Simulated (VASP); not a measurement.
Consider the following.

```
CELL_PARAMETERS angstrom
      3.95734    -2.15500     0.00000
      3.95734     2.15500     0.00000
      2.78382     0.00000     3.54329
ATOMIC_POSITIONS crystal
  Sb 0.23350 0.23350 0.23350
  Sb 0.76650 0.76650 0.76650
```

Method: PBE GGA, VASP's PBE PAW potentials (set 64) (plane waves; VASP). Settings: 400 eV cut-off, 4×4×4 Monkhorst-Pack mesh, first-order Methfessel-Paxton smearing of 0.10 eV, potentials Sb.

Problem. Give the force on each atom (eV/Å).

Solution. 
```
atom      Fx     Fy      Fz
----  ------  -----  ------
Sb1   -0.062  0.000  -0.020
Sb2    0.062  0.000   0.020
```

Problem. Give the stress tensor in GPa (positive for a compressed cell).

Solution. 
```
 1.46   0.00  -0.68
 0.00   3.50   0.00
-0.68   0.00   3.28
```
The pressure is its mean diagonal, 2.75 GPa.

The compound is Sb in the a7 structure. The cell was not relaxed at this level. The k-mesh is coarse (spacing up to 0.44 per Å, 2π included), so the numbers may not be converged in it. The run is one of a series of settings (KPOINTS 4×4×4 Monkhorst-Pack mesh against the base run), some of them coarse on purpose.
